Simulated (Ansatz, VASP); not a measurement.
# AlIrBr4: VASP beside Ansatz

```xyz
12
Lattice="5.8172 0.0000 0.0000 0.0000 5.8172 0.0000 0.0000 0.0000 10.7620" Properties=species:S:1:pos:R:3 pbc="T T T"
Ir    2.9086    2.9086    5.3810
Ir    2.9086    2.9086    0.0000
Al    2.9086    0.0000    2.6905
Al    0.0000    2.9086    8.0715
Br    4.3100    1.3311    4.0096
Br    1.3311    1.5072    6.7524
Br    1.5072    4.4860    4.0096
Br    4.4860    4.3100    6.7524
Br    4.3100    4.4860    1.3714
Br    1.3311    4.3100    9.3906
Br    1.5072    1.3311    1.3714
Br    4.4860    1.5072    9.3906
```

The cell was built by a generator and needn't be a form met in nature.

Alike in both runs: task single point; functional PBE; k mesh 6 × 6 × 3; no spin polarisation.

|  | VASP | Ansatz |
| --- | --- | --- |
| version | VASP 6.6.1 | Ansatz 0.2.0 |
| potentials or method | VASP PAW PBE potentials, release 64 (Ir, Al, Br) | PAW plane waves |
| plane-wave cutoff (eV) | 520 | 420 |
| occupations | fermi-dirac, width 0.1 eV | fermi-dirac |
| valence electrons in the cell | 80 | 96 |

|  | VASP | Ansatz | Ansatz less VASP |
| --- | --- | --- | --- |
| pressure (GPa) | 1.1 | 1.1 | -0.02 |
| largest component of the traceless stress (GPa) | 0.26 | 0.27 | +0.010 |
| rms of the force components (eV/Å) | 0.086 | 0.082 | -0.0047 |

Atom by atom the forces differ by 0.009 eV/Å (rms over components). The two sets of potentials don't hold the same shells in valence.

The runs have no spin-orbit coupling, so splittings on Ir are missing.
